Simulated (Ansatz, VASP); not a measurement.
# Cross-check of SnTe between VASP and Ansatz, part 2 of 2

Wanted: the spread between two codes on one cell, functional and k mesh. The cell is taken from a series of runs on this material, whose earlier steps may have relaxed, scaled, displaced or heated it; both programs get it as it stands.

VASP 6.6.1 and Ansatz 0.2.0.

So far: Starting point; VASP: zone-centre phonons, LDA.

### Step 3. Ansatz: zone-centre phonons, LDA

Level of this step: Ansatz beside VASP: Kohn-Sham DFT, plane waves, LDA (Ansatz).

Ansatz runs on its PAW soft_1 files.

The same cell, functional (in two slightly different forms), mesh and smearing now go to Ansatz, which takes its cutoff from its data sets.

Input file input.yaml:

```yaml
crystal:
  lattice:
    - [0.0, 3.1171883668, 3.1490236803]
    - [3.1171883668, 0.0, 3.1490236803]
    - [3.1171883668, 3.1171883668, 0.0]
  atoms:
    - { symbol: Sn, position: [0.0, 0.0, 0.0] }
    - { symbol: Te, position: [0.5, 0.5, 0.5] }
kpoints:
  mp_grid: { grid: [12, 12, 12] }
hamiltonian:
  xc: lda
  pseudopotentials: { kind: paw, azcp: { folder: soft_1 }, xc_functional: pbe }
scf:
  occupations: { method: gaussian, width: 0.01 }
output:
  eigenvalues: true
phonons:
  method: dfpt
```

Run with:

```console
$ ansatz run input.yaml --threads 4 --pin off --max-ram 10240MiB --backend cpu --events-out ev --progress --plain --runs-dir out
```

Numbers of over 12 decimals in the logs are rounded to 6 here.

The program printed:

```text
zone centre: on kpoints.mp_grid the ground state, and the responses unless they are solved on pairs of k-points, stand on 280 of the mesh's 1728 k-points, reduced under 8 symmetry operations, with k and −k counted as one. Each operation leaves every solved displacement unchanged or reverses it
Engine: ansatz 0.2.0, aarch64-unknown-linux-gnu
Pseudopotentials: kind: paw
Pseudopotential: Sn, paw, valence charge 14, recommended cutoff 420 eV (normal), soft_1/Sn.paw.azcp
Pseudopotential: Te, paw, valence charge 16, recommended cutoff 420 eV (normal), soft_1/Te.paw.azcp
Functional definition: SPW92
  exchange = slater_x
  correlation = pw_c
Crystal: 2 atoms, lattice volume = 61.197 Å³
Basis set: ecut = 420 eV, 1243 PW (Γ), exchange–correlation on 60×60×60 points (8 copies of the dense FFT grid, shifted against one another)
Bands: 19, of which v1, the nominal top of the filled ones, is band 15 counted from 1 (14 counted from 0)
Symmetry: 16 space group operations
k-points: 280 of 1728 (irreducible under 8 space group operations)
Non-local potential: Sn, projectors of the file, l = 0: 2, l = 1: 2, l = 2: 2, l = 3: 1
Non-local potential: Te, projectors of the file, l = 0: 2, l = 1: 2, l = 2: 2, l = 3: 1
PAW form: soft (Blöchl's): semilocal exchange-correlation on the pseudo side does not see the compensation charge
PAW frozen core: Sn, regenerated for the run's functional, and the local potential with it (the file was generated under x = pbe(κ = 0.804, μ = 0.219515), c = pbe(β = 0.066725))
PAW frozen core: Te, regenerated for the run's functional, and the local potential with it (the file was generated under x = pbe(κ = 0.804, μ = 0.219515), c = pbe(β = 0.066725))
PAW one-centre angular grid: Sn, 590 points (default); XC on 64 Gauss nodes
PAW one-centre angular grid: Te, 590 points (default); XC on 64 Gauss nodes
Initial density: superposition of atomic densities (chi_scale 0.1, normalization cell, long waves kept (reshape's long-wave potential 0.00 eV rms))
Initial wavefunctions: pseudopotential atomic-orbital guess
Functional: x = slater, c = lda
SCF iter   1: F=—  HF=-12707.422347 eV  |F-HF|=—  |Δ(HF+E_count)|=         —  Δρ=1.07e-2  dr2=7.51e-2  ethr=3.10e-3  ⟨swp⟩=7.7  Hψ=31978  notcnv=0
preconditioner: auto → none  [insulator: Δε(μ)=0.168 eV  Ē_g=8.798 eV  σ=0.010 eV  W_gap=1.00  n_scr=14 (ndim 8)  ℏωp=15.0 eV  f_vac=0.000  D(μ)=0.00/eV (n_scr^D=0)  ε∞_Penn≈3.9]
SCF iter   2: F=—  HF=-12707.409574 eV  |F-HF|=—  |Δ(HF+E_count)|=   1.28e-2  Δρ=5.07e-3  dr2=1.80e-2  ethr=2.50e-4  ⟨swp⟩=2.0  Hψ=8879  notcnv=0
SCF iter   3: F=—  HF=-12707.407791 eV  |F-HF|=—  |Δ(HF+E_count)|=   1.78e-3  Δρ=4.22e-4  dr2=5.18e-5  ethr=5.99e-5  ⟨swp⟩=3.1  Hψ=9926  notcnv=0
SCF iter   4: F=—  HF=-12707.407803 eV  |F-HF|=—  |Δ(HF+E_count)|=   1.19e-5  Δρ=8.24e-5  dr2=1.75e-6  ethr=1.73e-7  ⟨swp⟩=2.5  Hψ=9882  notcnv=0
SCF iter   5: F=—  HF=-12707.407803 eV  |F-HF|=—  |Δ(HF+E_count)|=   4.95e-7  Δρ=1.97e-5  dr2=1.72e-7  ethr=5.83e-9  ⟨swp⟩=2.0  Hψ=8131  notcnv=0
SCF iter   6: F=—  HF=-12707.407803 eV  |F-HF|=—  |Δ(HF+E_count)|=   7.06e-8  Δρ=2.69e-6  dr2=2.26e-9  ethr=5.73e-10  ⟨swp⟩=2.0  Hψ=8107  notcnv=0
SCF iter   7: F=—  HF=-12707.407803 eV  |F-HF|=—  |Δ(HF+E_count)|=  8.22e-10  Δρ=3.97e-7  dr2=7.75e-11  ethr=7.54e-12  ⟨swp⟩=2.4  Hψ=9173  notcnv=0
SCF iter   8: F=-12707.407803 eV  HF=-12707.407803 eV  |F-HF|=0.00e0  |Δ(HF+E_count)|=  4.37e-11  Δρ=3.80e-8  dr2=7.61e-13  ethr=1.00e-12  ⟨swp⟩=7.2  Hψ=27509  notcnv=0
SCF 1 converged in 8 iterations: F = -12707.407803 eV  dr2 = 7.61e-13
  greatest PAW one-centre occupation: 0.999 electrons in one spin orbital (limit 2), on the Te atom at site 1 (counted from 0), in its partial waves of l = 2
DFPT response loops at Γ: preconditioner auto → Resta (q_TF=auto, 2.423 Å⁻¹)  ε∞=18.4 (no band partly filled); β = 1.00, the filter's whole step (`scf.mixing.beta` (0.50) is not read by the response loops at its default; to damp them type it under 1.00, their step now; it binds the ground state too); Broyden in place of MSR1
SCF converged after 8 iterations
Free energy (F): -12707.407803 eV
Harris-Foulkes:  -12707.407803 eV  (|F-HF|=0.00e0)
Internal energy: -12707.407803 eV  (E = F + TS)
E sigma→0 (E₀):  -12707.407803 eV
Fermi energy:    9.718445 eV
--- Per-component energies (eV) ---
  E_band       = -352.162813
  E_kinetic    = 341.610910
  E_local      = -2659.178948  (includes V_loc(G=0)·N_el)
  E_nonlocal   = 221.357795
  E_hartree    = 1325.236100
  E_xc         = -247.523917
  E_vxc        = -184.221383  (∫ρ·V_xc dr)
  E_paw        = -8743.032628  (= ΣΔE_a)
  E_vpaw       = -722.203752  (= ΣTr[D̂ρ^β])
  E_aug_tail   = 0.000350  (compensation charges beyond the density's cutoff)
  E_ewald      = -2946.980998
  E_core_change = 1.103533  (= ΣΔE_core)
  E_smearing   = -0.000000  (= −TS)
  E_closure    = -0.000000  (closes the sum)
  Σ components = -12707.407803   (vs F -12707.407803, Δ=0.00e0)
--- Band table (eV; the first three rows and the last of 280) ---
  k-point 0: bands = [... 11 lower, 4.9419, 7.4899, 7.4899, 7.6020, 12.8731, 13.1245, 13.1245, 14.4522]
  k-point 1: bands = [... 11 lower, 4.5814, 7.5031, 7.5644, 7.7972, 12.5461, 12.7761, 12.7859, 14.4178]
  k-point 2: bands = [... 11 lower, 3.7957, 7.5459, 7.5993, 8.2842, 11.8642, 12.0558, 12.0878, 14.4445]
  k-point 279: bands = [... 11 lower, 3.1499, 4.0062, 5.8972, 5.8972, 11.8423, 14.6918, 14.6918, 16.0513]
--- Phonons (Γ-DFPT): 4 representative perturbations + reference, on 280 of 1728 k-points (Σ response iterations 12) ---
  k mesh reduced under 8 symmetry operations, with k and −k counted as one. Each operation leaves every solved displacement unchanged or reverses it
  ASR residual: 6.961e-5 → 0.000e0 eV/Å²; symmetrization residual: 2.278e-6 eV/Å²
  ASR residual per site (eV/Å²): 6.96e-5 3.74e-5
  Γ frequencies (cm⁻¹): -15.95 0.00 0.00 0.00 25.91 25.91
  non-analytic LO–TO correction: not included (Born effective charges unavailable; polar crystals: no LO–TO splitting at Γ)
```

### Step 4. Side by side

Known differences besides the potentials themselves: the two LDA forms differ slightly; the data sets hold 30 valence electrons in Ansatz (on its PAW soft_1 files) and 20 in VASP; the cutoff is 420 eV in Ansatz and 500 eV in VASP; VASP's log shows a relativistic correction to its local exchange, Ansatz's none. Total energies have different zeros and are not compared.

Both answers:

```tsv
quantity	Ansatz	VASP	difference
optical mode 1 (imaginary, printed as negative) (cm⁻¹)	-15.9	9.5	-25.4
optical mode 2 to 3 (cm⁻¹)	25.9	32.3	-6.4
```

Modes are paired by rising frequency, not by their patterns, so a pair may set unlike modes beside each other; they are those without the splitting of longitudinal modes.

### Step 5. What came out

```json
{"r.m.s. difference of the optical zone-centre modes, each program's sorted by frequency (zone-centre phonons, LDA)": "16 cm⁻¹"}
```

The r.m.s. difference of the optical zone-centre modes, each program's sorted by frequency is 16 cm⁻¹ (zone-centre phonons, LDA). The data sets hold unlike numbers of valence electrons (30 in Ansatz and 20 in VASP), so part of the differences comes from the potentials. What causes the difference of the zone-centre phonons, LDA pair stays open here. How closely two codes agree says nothing of how well the functional describes the real material.

[Lines on the potential files, build, host, timing and source positions are cut from VASP's logs without a mark.]

[Logs are printed without paths, hosts, clocks, repeated set-up lines and the standing remarks that a program may print on its own settings, such as how far it seeks lower states.]

[Hosts, paths, dates, database ids (printed as entryN), source tags and the programs' standing remarks are cut or masked in the printed files.]
